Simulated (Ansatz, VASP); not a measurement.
**Al4AsN3: VASP beside Ansatz**

```
N Al As
1.0
     4.70256    0.00000    0.00000
     0.00000    4.70256    0.00000
     0.00000    0.00000    4.70256
N Al As
3 4 1
Direct
  0.50000 0.00000 0.00000
  0.00000 0.50000 0.00000
  0.00000 0.00000 0.50000
  0.22451 0.77549 0.77549
  0.77549 0.22451 0.77549
  0.77549 0.77549 0.22451
  0.22451 0.22451 0.22451
  0.50000 0.50000 0.50000
```

The cell was built by a generator and needn't be a form met in nature.

Alike in both runs: task single point; functional PBE; k mesh 6 × 6 × 6; occupations fermi-dirac, width 0.02 eV; no spin polarisation.

```csv
,VASP,Ansatz
version,VASP 6.6.1,Ansatz 0.2.0
potentials or method,"VASP PAW PBE potentials, release 64 (N, Al, As)","plane waves, PAW"
plane-wave cutoff (eV),520,420
valence electrons in the cell,32,42
```

|  | VASP | Ansatz | Ansatz less VASP |
| --- | --- | --- | --- |
| pressure (GPa) | 3.6 | 3.5 | -0.08 |
| rms of the force components (eV/Å) | 0.138 | 0.117 | -0.0209 |

The two sets of potentials don't hold the same shells in valence.
